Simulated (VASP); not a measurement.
An input for Quantum ESPRESSO's pw.x (written as the equivalent of a VASP run, and not itself run):

```
&CONTROL
  calculation = 'scf'
  pseudo_dir = './pseudo'
  outdir = './out'
  tprnfor = .true.
  tstress = .true.
/
&SYSTEM
  ibrav = 0
  nat = 4
  ntyp = 2
  ecutwfc = 78
  occupations = 'smearing'
  smearing = 'fermi-dirac'
  degauss = 0.00735
  input_dft = 'pbe'
  noncolin = .true.
  lspinorb = .true.
/
&ELECTRONS
  conv_thr = 7.3e-08
  electron_maxstep = 100
/
ATOMIC_SPECIES
  Ge 72.630 Ge.upf
  S 32.060 S.upf
CELL_PARAMETERS angstrom
     3.6400000    0.0000000    0.0000000
     0.0000000    4.3000000    0.0000000
     0.0000000    0.0000000   16.6782330
ATOMIC_POSITIONS crystal
  Ge   0.7500000  0.8723000  0.5802910
  Ge   0.2500000  0.3723000  0.4197090
  S    0.2500000  0.5023000  0.5624620
  S    0.7500000  0.0023000  0.4375380
K_POINTS automatic
  5 4 1 0 0 0
```

### Question
Write the VASP files for the same calculation (PBE+SOC).

### Answer
Several could match; the one computed here: 
INCAR:
```
ISIF=2
LNONCOLLINEAR=.True.
ENCUT=300
LASPH=.True.
MAGMOM=12*0.0
GGA=PE   # PBE
SIGMA=0.1   # width (eV)
LMAXMIX=4   # l cut-off of mixed one-centre charges
LSORBIT=.True.
LORBIT=11   # lm-projected
ALGO=Normal   # blocked Davidson
PREC=Accurate
LREAL=.False.   # projection in real space or not
ISMEAR=-1   # Fermi-Dirac
LCHARG=.False.
LWAVE=.False.
GGA_COMPAT=.False.
NELM=100   # most electronic steps
EDIFF=1E-6   # SCF stop (eV)
SYSTEM=GeS
```

### POSCAR
```
GeS
1
    3.6400000000     0.0000000000     0.0000000000
    0.0000000000     4.3000000000     0.0000000000
    0.0000000000     0.0000000000    16.6782330000
Ge S
2 2
Direct
  0.7500000000   0.8723000000   0.5802910000
  0.2500000000   0.3723000000   0.4197090000
  0.2500000000   0.5023000000   0.5624620000
  0.7500000000   0.0023000000   0.4375380000
```

### KPOINTS
```
Automatic mesh
0
Gamma
5 4 1
0 0 0
```

POTCAR, in this order: Ge_d S (PBE.64 set). Program: vasp_ncl.

What does not carry over: the potentials are each code's own (VASP's PAW set, PseudoDojo norm-conserving files, fully relativistic, in pw.x), so ENCUT and ecutwfc are chosen apart and not converted; conv_thr bounds pw.x's estimated SCF error, while EDIFF bounds the energy change between steps.

The cell is a sheet with vacuum, built from a generated structure.
